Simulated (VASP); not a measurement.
Wanted: the native input for a VASP 6.6.1 run.

```
Task                   : single point
Functional             : PBEsol
Potentials or basis    : VASP PAW PBE potentials, release 64 (V_sv, Al, N)
Cutoff                 : 450 eV
k mesh                 : 3 × 3 × 2
Occupations            : gaussian, width 0.03 eV
Spin                   : collinear spin, zero start
Fixed moment           : 0 μB
Dq                     : 0
Further INCAR settings : LREAL = Auto; ALGO = Normal; EDIFF = 1e-05; ISYM = 0
```

The structure of Al15VN16 (a cell with a defect) lies in POSCAR:

```
Al15VN16                                
1.0
    6.2200008610      0.0000000000      0.0000000000
   -3.1100004305      5.3866787572      0.0000000000
    0.0000000000      0.0000000000      9.9600000000
  V               Al              N             
     1    15    16
Direct
     0.3338982224337023    0.1657199780316213    0.9961504604491827
     0.3329620360698401    0.1656782039020506    0.5005995376638491
     0.3331072088679518    0.6652716664083597    0.0014780991403112
     0.3337573123125954    0.6661444379349750    0.5001860309355352
     0.8339146930169062    0.1661975719387200    0.0015522668694536
     0.8324972072091702    0.1650459164761850    0.5003864861052107
     0.8342186429137392    0.6654673327805403    0.0015214795760157
     0.8324941780767866    0.6662771014818740    0.5004553744140030
     0.1667474634229534    0.3328659179980760    0.2521239264197896
     0.1648500506185751    0.3332836014031728    0.7485621556060083
     0.1667542641821198    0.8322825352132868    0.2520479719516473
     0.1650461933439867    0.8293513010792856    0.7484929620616197
     0.6672620651452418    0.3329705791302772    0.2520419945233155
     0.6690227740933452    0.3335349591740812    0.7485620113154140
     0.6670024712879069    0.8328144319606767    0.2504583283809205
     0.6661805532152715    0.8320496714978728    0.7508489722123382
     0.3336051762085656    0.1659354143215092    0.1985429907134115
     0.3329167330166131    0.1653949158557007    0.6932526502607210
     0.3332150617652042    0.6657411884278098    0.1920466047385012
     0.3343576769612559    0.6659602842476265    0.6902644521351688
     0.8338921056393692    0.1665161735624411    0.1920592294655728
     0.8321091817628197    0.1638495991958474    0.6904289257892120
     0.8338920605257468    0.6659126084393531    0.1920844504466797
     0.8322267962612403    0.6663075899758559    0.6904749453758584
     0.1659803420483672    0.3326848210795483    0.4429189537771305
     0.1605270488510902    0.3386085831746095    0.9382263690523739
     0.1658472236037377    0.8317666871026720    0.4428499844047899
     0.1606274034235799    0.8193391296568083    0.9382360189704680
     0.6669888327202608    0.3329063606513479    0.4428863615651332
     0.6801998735868300    0.3390229734943134    0.9382777510085398
     0.6663829706759794    0.8325632542604083    0.4407227220803595
     0.6670931767392428    0.8322742101430838    0.9423785325914898
```

These files were run (other wordings do the same):

INCAR

```
PREC = Accurate
ENCUT = 450
EDIFF = 1E-5
ISMEAR = 0
SIGMA = 0.03
LREAL = Auto
LASPH = T
NELM = 120
ALGO = Normal
ISIF = 2
LWAVE = F
LCHARG = F
ISPIN = 2
MAGMOM = 0 0 0 0 0 0 0 0 0 0 0 0 0 0 0 0 0 0 0 0 0 0 0 0 0 0 0 0 0 0 0 0
LORBIT = 11
NUPDOWN = 0
LMAXMIX = 4
GGA = PS
ISYM = 0
KPAR = 4
```

KPOINTS

```
regular mesh
0
Gamma
  3 3 2
```

Potentials or basis: VASP PAW PBE potentials, release 64 (V_sv, Al, N).

The run is started by

```console
$ cat potpaw_PBE.64/V_sv/POTCAR potpaw_PBE.64/Al/POTCAR potpaw_PBE.64/N/POTCAR > POTCAR
$ mpirun -np 4 vasp_std > vasp.out
```

Results of the run:

```json
{
 "Largest force": "0.766 eV/Å",
 "Net moment": "0.00 μB per cell",
 "Valence electrons inside the program's atomic spheres": "V 11.71; Al 0.81, 0.82; N 3.81, 3.83, 3.84, 3.85"
}
```

Caveat: the k mesh is coarse (spacing up to 0.39 Å⁻¹), so the values aren't converged; the PAW data sets were made with another functional, which shifts forces and pressure a little; the total moment is fixed, so each spin has its own Fermi level.

It took 5.7 min on 4 MPI ranks on Intel(R) Xeon(R) Platinum 8488C (Sapphire Rapids), with other jobs on the host, peak memory 0.7 GiB a rank.
